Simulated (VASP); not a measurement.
Consider the following.

```yaml
crystal:
  lattice:
    - [0.00000, 2.23932, 2.23932]
    - [2.23932, 0.00000, 2.23932]
    - [2.23932, 2.23932, 0.00000]
  atoms:
    - { symbol: B, position: [0.00000, 0.00000, 0.00000] }
    - { symbol: P, position: [0.25000, 0.25000, 0.25000] }
```

Calculation: G0W0 on PBE orbitals, VASP's PBE PAW potentials (set 64) (plane waves; VASP). Settings: PREC = Normal, 500 eV cut-off, 4×4×4 Γ-centred mesh, Gaussian smearing of 0.010 eV, potentials B_GW P_GW.

The mesh is coarse and the basis finite, so the quasiparticle values are not converged.

NBANDS = 160, ENCUTGW = 200 eV, NOMEGA = 64. The PBE levels (eV) that the step starts from are:

```
state                           KS energy  filling
------------------------------  ---------  -------
k1 (0.00, 0.00, 0.00), band 1       -8.20        2
k1 (0.00, 0.00, 0.00), band 2        7.63        2
k1 (0.00, 0.00, 0.00), band 3        7.63        2
k1 (0.00, 0.00, 0.00), band 4        7.63        2
k1 (0.00, 0.00, 0.00), band 5       11.08        0
k1 (0.00, 0.00, 0.00), band 6       11.08        0
k1 (0.00, 0.00, 0.00), band 7       11.08        0
k1 (0.00, 0.00, 0.00), band 8       15.62        0
k6 (-0.25, 0.25, 0.00), band 1      -5.27        2
k6 (-0.25, 0.25, 0.00), band 2       1.03        2
k6 (-0.25, 0.25, 0.00), band 3       2.19        2
k6 (-0.25, 0.25, 0.00), band 4       5.64        2
k6 (-0.25, 0.25, 0.00), band 5      11.52        0
k6 (-0.25, 0.25, 0.00), band 6      14.13        0
k6 (-0.25, 0.25, 0.00), band 7      15.33        0
k6 (-0.25, 0.25, 0.00), band 8      16.71        0
k7 (0.50, 0.50, 0.00), band 1       -3.13        2
k7 (0.50, 0.50, 0.00), band 2       -1.16        2
k7 (0.50, 0.50, 0.00), band 3        3.37        2
k7 (0.50, 0.50, 0.00), band 4        3.37        2
k7 (0.50, 0.50, 0.00), band 5        8.87        0
k7 (0.50, 0.50, 0.00), band 6        9.24        0
k7 (0.50, 0.50, 0.00), band 7       20.08        0
k7 (0.50, 0.50, 0.00), band 8       20.08        0
```

Task: Give the quasiparticle energies and renormalisation factors Z.

Result: 
```json
[
 {"state": "k1 (0.00, 0.00, 0.00), band 1", "QP energy (eV)": "-9.06", "Z": "0.73"},
 {"state": "k1 (0.00, 0.00, 0.00), band 2", "QP energy (eV)": "7.01", "Z": "0.79"},
 {"state": "k1 (0.00, 0.00, 0.00), band 3", "QP energy (eV)": "7.01", "Z": "0.79"},
 {"state": "k1 (0.00, 0.00, 0.00), band 4", "QP energy (eV)": "7.01", "Z": "0.79"},
 {"state": "k1 (0.00, 0.00, 0.00), band 5", "QP energy (eV)": "11.35", "Z": "0.78"},
 {"state": "k1 (0.00, 0.00, 0.00), band 6", "QP energy (eV)": "11.35", "Z": "0.78"},
 {"state": "k1 (0.00, 0.00, 0.00), band 7", "QP energy (eV)": "11.35", "Z": "0.78"},
 {"state": "k1 (0.00, 0.00, 0.00), band 8", "QP energy (eV)": "15.86", "Z": "0.76"},
 {"state": "k6 (-0.25, 0.25, 0.00), band 1", "QP energy (eV)": "-6.06", "Z": "0.72"},
 {"state": "k6 (-0.25, 0.25, 0.00), band 2", "QP energy (eV)": "0.21", "Z": "0.73"},
 {"state": "k6 (-0.25, 0.25, 0.00), band 3", "QP energy (eV)": "1.41", "Z": "0.76"},
 {"state": "k6 (-0.25, 0.25, 0.00), band 4", "QP energy (eV)": "4.93", "Z": "0.78"},
 {"state": "k6 (-0.25, 0.25, 0.00), band 5", "QP energy (eV)": "11.72", "Z": "0.79"},
 {"state": "k6 (-0.25, 0.25, 0.00), band 6", "QP energy (eV)": "14.49", "Z": "0.77"},
 {"state": "k6 (-0.25, 0.25, 0.00), band 7", "QP energy (eV)": "15.54", "Z": "0.77"},
 {"state": "k6 (-0.25, 0.25, 0.00), band 8", "QP energy (eV)": "17.00", "Z": "0.76"},
 {"state": "k7 (0.50, 0.50, 0.00), band 1", "QP energy (eV)": "-3.88", "Z": "0.72"},
 {"state": "k7 (0.50, 0.50, 0.00), band 2", "QP energy (eV)": "-2.02", "Z": "0.71"},
 {"state": "k7 (0.50, 0.50, 0.00), band 3", "QP energy (eV)": "2.59", "Z": "0.76"},
 {"state": "k7 (0.50, 0.50, 0.00), band 4", "QP energy (eV)": "2.59", "Z": "0.76"},
 {"state": "k7 (0.50, 0.50, 0.00), band 5", "QP energy (eV)": "8.91", "Z": "0.80"},
 {"state": "k7 (0.50, 0.50, 0.00), band 6", "QP energy (eV)": "9.31", "Z": "0.80"},
 {"state": "k7 (0.50, 0.50, 0.00), band 7", "QP energy (eV)": "20.51", "Z": "0.73"},
 {"state": "k7 (0.50, 0.50, 0.00), band 8", "QP energy (eV)": "20.51", "Z": "0.73"}
]
```
On the mesh the gap opens from 1.24 to 1.90 eV.

The compound is BP in the zinc blende structure. This cell is one point of a volume scan, at 0.96 of the reference volume. The k-mesh is coarse (spacing up to 0.61 per Å, 2π included), so the numbers may not be converged in it.
